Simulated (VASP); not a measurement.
A run of VASP 6.6.1:

File INCAR:

```
SYSTEM = Be3Te2Se
  PREC = Normal
  ENCUT = 520
  EDIFF = 1E-4
  ISMEAR = 0
  SIGMA = 0.15
  LREAL = .FALSE.
  LASPH = .TRUE.
  NELM = 60
  ALGO = Fast
  ISIF = 3
  LWAVE = .FALSE.
  LCHARG = .FALSE.
  GGA = PE
  IBRION = 2
  NSW = 24
  EDIFFG = -0.08
```

Contents of KPOINTS:

```
regular mesh
0
G
  4 4 2
  0 0 0
```

POSCAR

```
Be3Te2Se
1.0
    4.5469554300      0.0000000000      0.0000000000
   -2.2734777100      3.9377789100      0.0000000000
    0.0000000000      0.0000000000      7.3836479700
Be Te Se
3 2 1
Direct
    0.5000000000      0.0000000000      0.5000000000
    0.0000000000      0.5000000000      0.5000000000
    0.5000000000      0.5000000000      0.5000000000
    0.3333333300      0.6666666700      0.0000000000
    0.6666666700      0.3333333300      0.0000000000
    0.0000000000      0.0000000000      0.5000000000
```

Potentials or basis: VASP PAW PBE potentials, release 64 (Be, Te, Se).

The run is started by

```sh
$ cat potpaw_PBE.64/Be/POTCAR potpaw_PBE.64/Te/POTCAR potpaw_PBE.64/Se/POTCAR > POTCAR
$ mpirun -np 1 vasp_std > vasp.out
```

Hardware: 1 thread of Intel(R) Xeon(R) Platinum 8259CL CPU @ 2.50GHz (Skylake/Cascade Lake), on a shared host.

Estimate the wall time of this run.

Run time: 58 s on 1 thread of Intel(R) Xeon(R) Platinum 8259CL CPU @ 2.50GHz (Skylake/Cascade Lake), with other jobs on the host, peak memory 0.19 GiB. Counts: scf iterations 50, k points 8, ion steps 7.
